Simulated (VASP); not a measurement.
Wanted: the native input for a VASP 6.6.1 run.

```
Task                   : single point
Functional             : PBE
Potentials or basis    : VASP PAW PBE potentials, release 64 (K_sv, C)
Cutoff                 : 520 eV
k mesh                 : 12 × 12 × 8
Occupations            : gaussian, width 0.1 eV
Spin                   : no spin polarisation
Dipole correction      : no
Further INCAR settings : ALGO = Fast; EDIFF = 1e-07; NBANDS = 21
```

The structure of KC lies in POSCAR:

```
KC
1.0
    5.1070967886      0.0000000000      0.0000000000
   -2.5535483943      4.4228755585      0.0000000000
    0.0000000000      0.0000000000      5.9031727540
K C
2 2
Direct
    0.3333333333      0.6666666667      0.2500000000
    0.6666666667      0.3333333333      0.7500000000
    0.3333333333      0.6666666667      0.7500000000
    0.6666666667      0.3333333333      0.2500000000
```

The cell was built by a generator and needn't be a form met in nature.

The cell isn't the ideal one: random cell by space group and Wyckoff sites (P6_3/mmc, No. 194).

The input as run:

INCAR

```
PREC = Accurate ; ENCUT = 520
EDIFF = 1E-7 ; ISMEAR = 0
SIGMA = 0.1 ; LREAL = F
LASPH = T ; NELM = 100
ALGO = Fast ; ISIF = 2
LWAVE = F ; LCHARG = F
GGA = PE ; NBANDS = 21
```

KPOINTS

```
Automatic mesh
0
Gamma
  12 12 8
```

Potentials or basis: VASP PAW PBE potentials, release 64 (K_sv, C).

The run is started by

```sh
$ cat potpaw_PBE.64/K_sv/POTCAR potpaw_PBE.64/C/POTCAR > POTCAR
$ mpirun -np 1 vasp_std > vasp.out
```

Results of the run:

```json
{"Pressure": "0.0 GPa", "Band gap on the k mesh": "none (metal or under the smearing width)"}
```

Wall time 7.7 min on 1 thread of Intel(R) Xeon(R) Platinum 8488C (Sapphire Rapids), with other jobs on the host, peak memory 0.41 GiB.
